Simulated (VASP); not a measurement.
Here is the system:

```yaml
crystal:
  lattice:
    - [1.80540, -3.12704, 0.00000]
    - [1.80540, 3.12704, 0.00000]
    - [0.00000, 0.00000, 5.14080]
  atoms:
    - { symbol: Pt, position: [0.00000, 0.00000, 0.00000] }
    - { symbol: S, position: [0.33333, 0.66667, 0.23000] }
    - { symbol: S, position: [0.66667, 0.33333, 0.77000] }
```

All values below come from PBE GGA, VASP's PBE PAW potentials (set 64) (plane waves; VASP). Settings: 400 eV cut-off, 5×5×4 Γ-centred mesh, Gaussian smearing of 0.050 eV, potentials Pt S.

**Question.** Predict the energy per atom (σ→0), pressure, largest force.

**Answer.** 
| Quantity | Value |
|---|---|
| energy per atom (σ→0) | -5.138 eV/atom |
| pressure | 1.11 GPa |
| largest force | 0.209 eV/Å |

The compound is PtS2 in the 1T layered structure. The cell was not relaxed at this level.
